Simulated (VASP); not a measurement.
Consider the following.

```
BaS
1.0
    0.00000     3.22547     3.22547
    3.22547     0.00000     3.22547
    3.22547     3.22547     0.00000
Ba S
1 1
Direct
  0.00000   0.00000   0.00000
  0.50000   0.50000   0.50000
```

Level of theory: r2SCAN meta-GGA, VASP's PBE PAW potentials (set 64) (plane waves; VASP). Numerical set-up: 480 eV cut-off, 7×7×7 Γ-centred mesh, Gaussian smearing of 0.050 eV, potentials Ba_sv S.

Question: Estimate the energy per atom (σ→0).

Answer: 
```yaml
energy per atom (σ→0): -19.603 eV/atom
```

Only differences to runs with the same potentials and settings are physical.

The compound is BaS in the rock salt structure. It was relaxed first. The start is the result of an earlier pass.
